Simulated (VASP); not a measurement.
These are PBEsol GGA, VASP's PBE PAW potentials (set 64) (plane waves; VASP) values and carry that method's errors.

Input for VASP

**KPOINTS**
```
Automatic
0
G
  11 11 1
0 0 0
```

INCAR:
```
ALGO = Normal
DIPOL = 0.5 0.5 0.5
EDIFF = 1E-5
EDIFFG = -0.03
ENCUT = 400
GGA = PS
IBRION = 2
IDIPOL = 3
ISIF = 2
ISMEAR = 1
LASPH = .TRUE.
LCHARG = .FALSE.
LDIPOL = .TRUE.
LREAL = .FALSE.
LWAVE = .TRUE.
NELM = 100
NELMIN = 4
NSW = 50
PREC = Normal
SIGMA = 0.1
SYSTEM = Al(111) slab
```

### POSCAR
```
Al(111) slab
1
    2.8368564379    -0.0000000000    -0.0000000000
   -1.4184282190     2.4567897789     0.0000000000
    0.0000000000     0.0000000000    24.1241039858
Al
4
Direct
  0.0000000000   0.0000000000   0.3559770000
  0.6666670000   0.3333330000   0.4519920000
  0.3333330000   0.6666670000   0.5480080000
  0.0000000000   0.0000000000   0.6440230000
```

POTCAR, in this order: Al (PBE.64 set). Program: vasp_std.

Task: What will the output report for the number of irreducible k-points (NKPTS), largest plane-wave count, number of space-group operations, FFT grid (NGX, NGY, NGZ)?

Result: 
```
Property                                       Result
--------------------------------------  -------------
number of irreducible k-points (NKPTS)             16
largest plane-wave count                         3091
number of space-group operations                   12
FFT grid (NGX, NGY, NGZ)                14 × 14 × 120
```

The cell is a thin slab with vacuum, built from Al (fcc): (111) face.
